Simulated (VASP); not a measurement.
Here is the system:

```xyz
3
Lattice="2.0807 -3.6144 0.0000 2.0988 3.6248 0.0000 0.0000 0.0000 7.1545" Properties=species:S:1:pos:R:3 pbc="T T T"
Mg     0.0000     0.0000     0.0000
I      2.0928     1.2118     1.6659
I      2.0868    -1.2013     5.4887
```

Calculation: r2SCAN meta-GGA, VASP's PBE PAW potentials (set 64) (plane waves; VASP). Run with 480 eV cut-off, 6×6×4 Γ-centred mesh, Gaussian smearing of 0.050 eV, potentials Mg I.

Question: Estimate the energy per atom (σ→0).

Answer: 
```json
{
 "energy per atom (σ→0)": "-18.979 eV/atom"
}
```

The absolute energy has meaning only against runs of the same code, potentials and settings.

The compound is MgI2 in the 1T layered structure. This cell was strained or had an atom moved on purpose.
